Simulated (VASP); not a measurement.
Given:

```
CELL_PARAMETERS angstrom
      0.00000     3.14254     3.14254
      3.14254     0.00000     3.14254
      3.14254     3.14254     0.00000
ATOMIC_POSITIONS crystal
  Sn 0.00000 0.00000 0.00000
  Te 0.50000 0.50000 0.50000
```

Calculation: PBEsol GGA, VASP's PBE PAW potentials (set 64) (plane waves; VASP 6.6.1). Numerical set-up: 480 eV cut-off, 8×8×8 Γ-centred mesh, Gaussian smearing of 0.050 eV, potentials Sn_d Te.

Energy and stress use the plane-wave basis of the starting cell.

### Question
The ions, cell shape and volume at an external pressure of 5.0 GPa are relaxed. Give the cell that the relaxation ends in.

### Answer

```
CELL_PARAMETERS angstrom
      0.00000     3.05576     3.05576
      3.05576     0.00000     3.05576
      3.05576     3.05576     0.00000
ATOMIC_POSITIONS crystal
  Sn 0.00000 0.00000 0.00000
  Te 0.50000 0.50000 0.50000
```
Space group Fm-3m (225), at a tolerance of 0.03 Å.

### Question
How do energy and volume change from the first to the last step?

### Answer
The energy (σ→0) changes by +36.8 meV/atom and the volume by -8.1 %, in 3 ionic steps.

| step | E(σ→0) (eV) | max force (eV/Å) | pressure (GPa) | volume (Å³) |
|---|---|---|---|---|
| 1 | -8.3378 | 0.000 | 0.10 | 62.07 |
| 2 | -8.1260 | 0.000 | 9.30 | 53.93 |
| 3 | -8.2642 | 0.000 | 4.97 | 57.07 |

The compound is SnTe in the rock salt structure, which distorts at low temperature. This run relaxes it under an external pressure of 5 GPa. Symmetry was kept, so distortions that lower it aren't found.
